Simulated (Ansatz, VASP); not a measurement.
## Si in VASP and in Ansatz

```
CELL_PARAMETERS angstrom
3.83132 0.00000 0.00000
-1.91566 3.31802 0.00000
0.00000 0.00000 6.33262
ATOMIC_POSITIONS crystal
Si 0.33333 0.66667 0.06301
Si 0.66667 0.33333 0.56301
Si 0.33333 0.66667 0.43699
Si 0.66667 0.33333 0.93699
```

This isn't the form of Si at room conditions, which is diamond.

Alike in both runs: task relaxation of cell and atoms; functional LDA; k mesh 12 × 12 × 6; occupations gaussian, width 0.02 eV; no spin polarisation.

```csv
,VASP,Ansatz
version,VASP 6.6.1,Ansatz 0.2.0
potentials or method,"VASP PAW LDA potentials, release 64 (Si)","scalar-relativistic, plane waves, PAW"
plane-wave cutoff (eV),600,420
valence electrons in the cell,16,16
```

Ansatz gave:

```
gap on the k mesh at the Fermi level, each at its own relaxed structure (eV) : 0.27
relaxed volume (Å³/atom)                                                     : 19.69
relaxed cell length with the largest relative difference (Å)                 : 3.802
energy change over the relaxation (meV/atom)                                 : -3
```

Task: Estimate VASP's values.

Result: gap on the k mesh at the Fermi level, each at its own relaxed structure (eV): 0.27; relaxed volume (Å³/atom): 19.70; relaxed cell length with the largest relative difference (Å): 3.803; energy change over the relaxation (meV/atom): -3.

A k mesh can miss the band edges. Expect the measured gap to be larger: semilocal functionals such as LDA lack the derivative discontinuity.
